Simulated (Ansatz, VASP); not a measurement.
## One calculation of Cs3AsAu, two programs

```
Cs As Au
1.0
     6.88758    0.00000    0.00000
     0.00000    6.88758    0.00000
     0.00000    0.00000    6.88758
Cs As Au
3 1 1
Direct
  0.50000 0.00000 0.00000
  0.00000 0.50000 0.00000
  0.00000 0.00000 0.50000
  0.00000 0.00000 0.00000
  0.50000 0.50000 0.50000
```

Alike in both runs: functional PBE; k mesh 6 × 6 × 6; occupations gaussian, width 0.1 eV; no spin polarisation.

Ansatz relaxed the structure, and its values are those at the end. VASP's run is a single point on that final structure, the one shown.

|  | VASP | Ansatz |
| --- | --- | --- |
| version | VASP 6.6.1 | Ansatz 0.2.0 |
| potentials or method | VASP PAW PBE potentials, release 64 (Cs_sv, As, Au) | scalar-relativistic, plane waves, PAW |
| plane-wave cutoff (eV) | 520 | 420 |
| valence electrons in the cell | 43 | 61 |

```csv
,VASP,Ansatz,Ansatz less VASP
gap on the k mesh at the Fermi level (eV),none,none,-
pressure (GPa),0.0,0.0,-0.03
```

A gap of «none» marks a metal or a gap that the smearing closes. With one functional, cell and mesh, what is left measures potentials, basis and numerics. The two sets of potentials don't hold the same shells in valence.

The runs have no spin-orbit coupling, so splittings on Au, Cs are missing.
